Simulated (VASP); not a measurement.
Here is the system:

```
CELL_PARAMETERS angstrom
      0.00000     4.06552     4.21684
      2.36369     0.00000     4.21684
      2.36369     4.06552     0.00000
ATOMIC_POSITIONS crystal
  Ti 0.50000 0.50000 0.50000
  Ti 0.75000 0.75000 0.75000
  Si 0.83554 0.16446 0.83554
  Si 0.16446 0.83554 0.16446
  Si 0.41446 0.08554 0.41446
  Si 0.08554 0.41446 0.08554
```

All values below come from LDA (Ceperley-Alder, Perdew-Zunger), VASP's LDA PAW potentials (set 64) (plane waves; VASP). Run with 400 eV cut-off, Gaussian smearing of 0.050 eV, potentials Ti_sv Si.

Give the energies of bands 10 to 23 at the high-symmetry points, in eV from the Fermi level.

```
band      Γ       Y      T       Z     Σ0     C0      L
----  -----  ------  -----  ------  -----  -----  -----
10    -6.78  -10.62  -8.95  -10.72  -8.73  -9.96  -9.50
11    -5.64   -5.50  -8.82   -4.99  -8.68  -7.83  -7.78
12    -5.43   -5.50  -8.82   -4.99  -8.37  -7.83  -5.73
13    -5.02   -4.74  -4.62   -4.83  -5.62  -2.70  -5.01
14    -3.82   -4.74  -4.62   -4.83  -3.41  -2.70  -4.57
15    -3.69   -2.37  -1.23   -2.97  -2.40  -2.27  -2.58
16    -2.48   -2.37  -1.23   -2.97  -2.02  -2.27  -2.42
17    -2.27   -2.30  -1.17   -1.50  -1.31  -1.66  -1.96
18    -1.94   -2.30  -1.17   -1.50  -0.40  -1.66  -1.07
19    -1.68   -0.86  -0.62   -0.98   0.09  -1.37  -0.01
20    -1.33   -0.86  -0.62   -0.98   0.11  -1.37   0.17
21    -0.93    1.34   0.93    0.82   0.83   1.49   1.10
22     2.14    1.34   0.93    0.82   1.00   1.49   1.47
23     3.29    3.48   2.42    3.39   1.93   2.29   1.82
```

It has no gap at this level: it comes out as a metal or semimetal.

The structure comes from a computed database's TiSi2 entry (Fddd); how it stands against other phases isn't given here. It was relaxed first.
